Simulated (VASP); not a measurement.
OSZICAR of a VASP run on KI (rock salt):

### OSZICAR
```
       N       E                     dE             d eps       ncg     rms          rms(c)
DAV:   1     0.111714620626E+03    0.11171E+03   -0.69391E+03   480   0.138E+03
DAV:   2    -0.495459005150E+01   -0.11667E+03   -0.10948E+03   808   0.298E+02
DAV:   3    -0.129635140721E+02   -0.80089E+01   -0.79648E+01   604   0.740E+01
DAV:   4    -0.134169682300E+02   -0.45345E+00   -0.45263E+00   880   0.223E+01
DAV:   5    -0.134203891212E+02   -0.34209E-02   -0.34180E-02   608   0.162E+00    0.953E+01
DAV:   6    -0.194689596377E+02   -0.60486E+01   -0.12482E+02   484   0.179E+02    0.348E+01
DAV:   7    -0.199410877780E+02   -0.47213E+00   -0.72448E-01   800   0.909E+00    0.243E+01
DAV:   8    -0.198823296414E+02    0.58758E-01   -0.37929E-01   592   0.664E+00    0.105E+01
DAV:   9    -0.199373816470E+02   -0.55052E-01   -0.13237E-01   768   0.464E+00    0.618E+00
DAV:  10    -0.199594801764E+02   -0.22099E-01   -0.57166E-02   504   0.247E+00    0.318E+00
DAV:  11    -0.199595341232E+02   -0.53947E-04   -0.48325E-02   576   0.297E+00    0.174E+00
DAV:  12    -0.199739114439E+02   -0.14377E-01   -0.57187E-03   556   0.966E-01    0.631E-01
DAV:  13    -0.199751445370E+02   -0.12331E-02   -0.18952E-03   528   0.548E-01    0.276E-01
DAV:  14    -0.199759339759E+02   -0.78944E-03   -0.80690E-04   632   0.454E-01    0.565E-02
DAV:  15    -0.199758771690E+02    0.56807E-04   -0.49769E-05   588   0.792E-02    0.227E-02
DAV:  16    -0.199757954403E+02    0.81729E-04   -0.10810E-04   520   0.117E-01    0.177E-02
DAV:  17    -0.199760291665E+02   -0.23373E-03   -0.72761E-05   944   0.107E-01    0.178E-02
DAV:  18    -0.199760299453E+02   -0.77882E-06   -0.11386E-06   592   0.113E-02    0.956E-03
DAV:  19    -0.199760362357E+02   -0.62904E-05   -0.12229E-06   536   0.140E-02    0.612E-03
DAV:  20    -0.199760372747E+02   -0.10389E-05   -0.26226E-06   544   0.176E-02    0.293E-03
DAV:  21    -0.199760372650E+02    0.96422E-08   -0.68123E-07   680   0.105E-02
   1 F= -.19976037E+02 E0= -.19976037E+02  d E =0.000000E+00
       N       E                     dE             ncg
       N       E                     dE             ncg
       N       E                     dE             ncg
```

### Question
Which electronic solver shows in the log?

### Answer
It is blocked Davidson (ALGO = Normal, or the opening steps of other solvers). The INCAR had ALGO = Normal.

### Question
Can the final energy be trusted as converged?

### Answer
The calculation finished and met its thresholds. It stopped with EDIFF = 1E-7, NELM = 100 (TPSS meta-GGA, plane waves, VASP's PBE PAW potentials (set 64)).

The compound is KI in the rock salt structure. It was relaxed first, which changed the volume by +7 %.
